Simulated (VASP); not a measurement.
```xyz
4
Lattice="-1.8157 1.8157 4.0443 1.8157 -1.8157 4.0443 1.8157 1.8157 -4.0443" Properties=species:S:1:pos:R:3 pbc="T T T"
Pt     0.0000     0.0000     4.0443
Pt     0.0000     1.8157     2.0222
Pt     1.8157     0.0000     2.0222
Ga     0.0000     0.0000     0.0000
```

The numbers are results of PBE GGA, VASP's PBE PAW potentials (set 64) (plane waves; VASP 6.6.1), not measurements. Numerical set-up: 300 eV cut-off, 7×7×7 Γ-centred mesh, Fermi-Dirac smearing of 0.10 eV, potentials Pt Ga_d.

Problem. Give the energies of bands 11 to 24 at the high-symmetry points, in eV from the Fermi level.

Solution. 
| band | Γ | X | P | N | M | S | R |
|---|---|---|---|---|---|---|---|
| 11 | -5.71 | -5.48 | -5.21 | -5.43 | -6.53 | -5.61 | -5.40 |
| 12 | -4.78 | -4.85 | -4.24 | -5.07 | -6.30 | -5.52 | -4.76 |
| 13 | -4.46 | -4.60 | -4.08 | -4.13 | -4.56 | -4.79 | -4.72 |
| 14 | -4.46 | -3.42 | -3.90 | -4.07 | -3.35 | -4.00 | -4.54 |
| 15 | -2.93 | -3.19 | -3.90 | -3.93 | -2.27 | -3.25 | -3.12 |
| 16 | -2.82 | -2.76 | -3.41 | -3.62 | -2.13 | -3.11 | -2.98 |
| 17 | -2.44 | -2.60 | -2.49 | -2.85 | -2.13 | -3.01 | -2.57 |
| 18 | -1.46 | -2.12 | -2.49 | -2.84 | -0.64 | -2.73 | -2.28 |
| 19 | -1.10 | -1.70 | -2.00 | -2.63 | -0.64 | -2.07 | -1.78 |
| 20 | -1.10 | -1.47 | -1.48 | -2.38 | -0.23 | -2.03 | -1.13 |
| 21 | -0.19 | -1.00 | -0.64 | -0.60 | -0.06 | -0.73 | -0.71 |
| 22 | 1.64 | -0.63 | -0.62 | -0.11 | 0.37 | -0.33 | -0.70 |
| 23 | 4.16 | 0.11 | 1.54 | 0.57 | 0.37 | 0.18 | -0.17 |
| 24 | 4.72 | 2.44 | 1.54 | 3.33 | 1.64 | 4.63 | 2.45 |

It has no gap at this level: it comes out as a metal or semimetal.

The structure was generated: GaPt3 was put into an ordered model structure, which need not be its known phase. The cell was not relaxed at this level. The k-mesh is coarse (spacing up to 0.35 per Å, 2π included), so the numbers may not be converged in it. The electron count is odd and the run is not spin-polarised, which forces a metal.
